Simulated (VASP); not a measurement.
Data:

```xyz
1
Lattice="0.0000 1.8084 1.8084 1.8084 0.0000 1.8084 1.8084 1.8084 0.0000" Properties=species:S:1:pos:R:3 pbc="T T T"
Cu     0.0000     0.0000     0.0000
```

Computed with vdW-DF-cx, VASP's PBE PAW potentials (set 64) (plane waves; VASP). Settings: 520 eV cut-off, 17×17×17 Γ-centred mesh, first-order Methfessel-Paxton smearing of 0.10 eV, potentials Cu.

Question: Give the stress tensor in GPa (positive for a compressed cell).

Answer: 
```
-4.64   0.00   0.00
 0.00  -4.64   0.00
 0.00   0.00  -4.64
```
The pressure is its mean diagonal, -4.64 GPa.

The compound is Cu in the fcc structure. This cell is one point of a volume scan, at 1.03 of the reference volume.
